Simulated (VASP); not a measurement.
# Relaxed cell of AlFe: a test of cutoff and mesh, part 2 of 2

How far does the relaxed cell of AlFe depend on cutoff and k mesh? The starting structure is a measured crystal structure from the Crystallography Open Database. The first relaxation on each setting starts from this cell expanded by 3 % in volume.

VASP 6.6.1.

Results so far: reference 11.52 Å³ an atom; a cutoff of 270 eV 11.45 Å³ an atom; an 8×8×8 mesh 11.54 Å³ an atom.

## (5) Relaxation with a cutoff of 600 eV

Level of this step: PBEsol, spin-polarised from a ferromagnetic start (one magnetic atom a cell); plane waves and PAW (Fe, Al) (VASP).

Against step 2 the input has ENCUT = 600. This run starts from the cell of an earlier relaxation, which isn't shown; the restart sets up the plane waves anew.

INCAR

```
SYSTEM = AlFe
PREC = Accurate
ENCUT = 600
EDIFF = 1E-06
NELM = 100
ISMEAR = 1
SIGMA = 0.15
LREAL = .FALSE.
ALGO = Normal
GGA = PS
NBANDS = 14
ISPIN = 2
MAGMOM = 3 0
LASPH = .TRUE.
LMAXMIX = 4
LORBIT = 11
LWAVE = .FALSE.
LCHARG = .FALSE.
KPAR = 4
IBRION = 2
NSW = 50
ISIF = 3
EDIFFG = -0.006
```

POSCAR

```
AlFe
1.0
    2.8458106162      0.0000000000      0.0000000000
    0.0000000000      2.8458106162      0.0000000000
    0.0000000000      0.0000000000      2.8458106162
Fe Al
1 1
Direct
    0.5000000000      0.5000000000      0.5000000000
    0.0000000000      0.0000000000      0.0000000000
```

KPOINTS

```
Automatic mesh
0
Gamma
16 16 16
0 0 0
```

Potentials, in the order of the species: Fe and Al (PBE family, release 64).

The run is started by

```console
$ mpirun -np 4 vasp_std
```

Output:

```text
[... set-up lines as in an earlier step ...]
 entering main loop
       N       E                     dE             d eps       ncg     rms          rms(c)
DAV:   1     0.348572188213E+02    0.34857E+02   -0.51716E+03  9344   0.922E+02
DAV:   2    -0.136281728409E+02   -0.48485E+02   -0.43974E+02  9918   0.165E+02
DAV:   3    -0.152899917028E+02   -0.16618E+01   -0.16311E+01 11634   0.334E+01
DAV:   4    -0.153135168223E+02   -0.23525E-01   -0.23512E-01 11128   0.350E+00
[...]
DAV:  12    -0.137316796461E+02   -0.58896E-05   -0.26885E-05 11588   0.482E-02    0.415E-02
DAV:  13    -0.137316634341E+02    0.16212E-04   -0.50483E-06 11270   0.255E-02    0.119E-02
DAV:  14    -0.137316629048E+02    0.52928E-06   -0.39778E-07  5820   0.509E-03
   1 F= -.13731663E+02 E0= -.13731942E+02  d E =-.137317E+02  mag=     0.6794
[...]
reached required accuracy - stopping structural energy minimisation
```

Elapsed: 10 s, on 4 MPI ranks of Intel Xeon 6975P-C (Granite Rapids), shared host; peak memory 0.87 GiB; 38 s of CPU time.

Parts of OUTCAR (step 5):

```text
  Total        0.0060564      0.0060564      0.0060564      0.0000000     -0.0000000      0.0000000
  in kB        0.4210270      0.4210270      0.4210270      0.0000000     -0.0000000      0.0000000
  external PRESSURE =       0.4210270 kB  Pullay stress =       0.0000000 kB

 POSITION                                       TOTAL-FORCE (eV/Angst)
 -----------------------------------------------------------------------------------
      1.42291      1.42291      1.42291         0.000000      0.000000      0.000000
      0.00000      0.00000      0.00000         0.000000      0.000000      0.000000
 -----------------------------------------------------------------------------------
    total drift:                                0.000000     -0.000000     -0.000000

  FREE ENERGIE OF THE ION-ELECTRON SYSTEM (eV)
  ---------------------------------------------------
  free  energy   TOTEN  =       -13.7316629048 eV

  energy  without entropy=      -13.7325013712  energy(sigma->0) =      -13.73194239

[... 3 parts as in an earlier step ...]

[... 2 further parts left out ...]
[key lines of the parts left out:]
E-fermi :   8.2078
```

With a cutoff of 600 eV the cell ends at 11.524 Å³ an atom, -0.01 % from the reference.

## (6) Relaxation with a 22×22×22 mesh

Against step 2 the input has a 22×22×22 mesh. This run starts from the cell of an earlier relaxation, which isn't shown; the restart sets up the plane waves anew.

INCAR, as its differences from that of step 5:

```diff
@@ -2,3 +2,3 @@
 PREC = Accurate
-ENCUT = 600
+ENCUT = 450
 EDIFF = 1E-06
```

POSCAR

```
AlFe
1.0
    2.8459461613      0.0000000000      0.0000000000
    0.0000000000      2.8459461613      0.0000000000
    0.0000000000      0.0000000000      2.8459461613
Fe Al
1 1
Direct
    0.5000000000      0.5000000000      0.5000000000
    0.0000000000      0.0000000000      0.0000000000
```

KPOINTS

```
Automatic mesh
0
Gamma
22 22 22
0 0 0
```

The run is started by

```console
$ mpirun -np 4 vasp_std
```

Output:

```text
[... set-up lines as in an earlier step ...]
 entering main loop
       N       E                     dE             d eps       ncg     rms          rms(c)
DAV:   1     0.279850938956E+02    0.27985E+02   -0.42613E+03 20864   0.719E+02
DAV:   2    -0.140165653464E+02   -0.42002E+02   -0.37880E+02 21812   0.143E+02
DAV:   3    -0.152964695767E+02   -0.12799E+01   -0.12636E+01 26070   0.285E+01
DAV:   4    -0.153141612277E+02   -0.17692E-01   -0.17685E-01 24070   0.299E+00
[...]
DAV:  12    -0.137310054149E+02   -0.57786E-05   -0.35519E-05 27388   0.522E-02    0.502E-02
DAV:  13    -0.137309916852E+02    0.13730E-04   -0.54977E-06 25042   0.276E-02    0.104E-02
DAV:  14    -0.137309917732E+02   -0.88001E-07   -0.90850E-07 13108   0.713E-03
   1 F= -.13730992E+02 E0= -.13731202E+02  d E =-.137310E+02  mag=     0.6795
[...]
reached required accuracy - stopping structural energy minimisation
```

Wall time 17 s (4 MPI ranks); peak memory 0.98 GiB; 64 s of CPU time.

From OUTCAR (step 6):

```text
  Total       -0.0039522     -0.0039522     -0.0039522     -0.0000000      0.0000000      0.0000000
  in kB       -0.2747068     -0.2747068     -0.2747068     -0.0000000      0.0000000      0.0000000
  external PRESSURE =      -0.2747068 kB  Pullay stress =       0.0000000 kB

 POSITION                                       TOTAL-FORCE (eV/Angst)
 -----------------------------------------------------------------------------------
      1.42297      1.42297      1.42297         0.000000      0.000000      0.000000
      0.00000      0.00000      0.00000         0.000000      0.000000      0.000000
 -----------------------------------------------------------------------------------
    total drift:                               -0.000000      0.000000     -0.000000

  FREE ENERGIE OF THE ION-ELECTRON SYSTEM (eV)
  ---------------------------------------------------
  free  energy   TOTEN  =       -13.7309917732 eV

  energy  without entropy=      -13.7316214957  energy(sigma->0) =      -13.73120168

 magnetization (x)
# of ion       s       p       d       tot
------------------------------------------
    1       -0.000   0.008   0.705   0.712
    2       -0.007  -0.014   0.000  -0.022
--------------------------------------------------
tot         -0.008  -0.007   0.705   0.690

[... 1 part as in an earlier step ...]

[... 3 further parts left out ...]
[key lines of the parts left out:]
E-fermi :   8.2017
```

With a 22×22×22 mesh the cell ends at 11.525 Å³ an atom, +0.01 % from the reference.

## (7) Comparison

```csv
run,volume (Å³/atom),change (%),pressure left (GPa),core minutes
reference,11.525,-,-0.03,2.84
a cutoff of 270 eV,11.455,-0.61,-0.01,1.48
an 8×8×8 mesh,11.543,0.16,-0.03,1.19
a cutoff of 600 eV,11.524,-0.01,0.04,3.2
a 22×22×22 mesh,11.525,0.01,-0.03,5.17
```

Core minutes are wall time times ranks, summed over the relaxations behind a row (those for a bulk modulus apart), on shared hosts.

## (8) Results

- volume of the reference: 11.52 Å³/atom
- volume against the reference, a cutoff of 270 eV: -0.61 %
- volume against the reference, an 8×8×8 mesh: +0.16 %
- volume against the reference, a cutoff of 600 eV: -0.01 %
- volume against the reference, a 22×22×22 mesh: +0.01 %

The volume moves most with a cutoff of 270 eV: -0.61 % against the reference (450 eV, 16×16×16 mesh). On finer settings it changes by -0.01 % with a cutoff of 600 eV and +0.01 % with a 22×22×22 mesh. The relaxations stop with up to 0.04 GPa left, which at a bulk modulus of 50 GPa, to name a scale, is 0.08 % of the volume. That understates it: a restart alone still moved the volume by up to 0.5 %. A cell that shrinks at the lower cutoff is the usual mark of Pulay stress, the error that a plane-wave basis makes when it is kept while the volume changes. Further runs on this material are not shown.

[Lines on the potential files, build, host, timing and source positions are cut from VASP's logs without a mark.]

[Logs are printed without paths, hosts, clocks, repeated set-up lines and the standing remarks that a program may print on its own settings, such as how far it seeks lower states.]

[Hosts, paths, dates, database ids (printed as entryN), source tags and the programs' standing remarks are cut or masked in the printed files.]
